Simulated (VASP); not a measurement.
Input:

```
Tl
1.0
    1.78150    -3.08566     0.00000
    1.78150     3.08566     0.00000
    0.00000     0.00000     5.62355
Tl
2
Direct
  0.33333   0.66667   0.25000
  0.66667   0.33333   0.75000
```

Calculation: rev-vdW-DF2, VASP's PBE PAW potentials (set 64) (plane waves; VASP). Run with 520 eV cut-off, 12×12×7 Γ-centred mesh, first-order Methfessel-Paxton smearing of 0.10 eV, potentials Tl_d.

Task: The ions and cell shape at fixed volume are relaxed. Give the cell that the relaxation ends in.

Result: 
```
Tl
1.0
    1.80263    -3.12224     0.00000
    1.80263     3.12224     0.00000
    0.00000     0.00000     5.49253
Tl
2
Direct
  0.33333   0.66667   0.25000
  0.66667   0.33333   0.75000
```
Space group P6_3/mmc (194), at a tolerance of 0.03 Å.

Task: How much energy does the relaxation gain?

Result: The energy (σ→0) changes by -3.2 meV/atom, in 4 ionic steps.

The compound is Tl in the hcp structure. This cell is one point of a volume scan, at 1.03 of the reference volume. Symmetry was kept, so distortions that lower it aren't found.
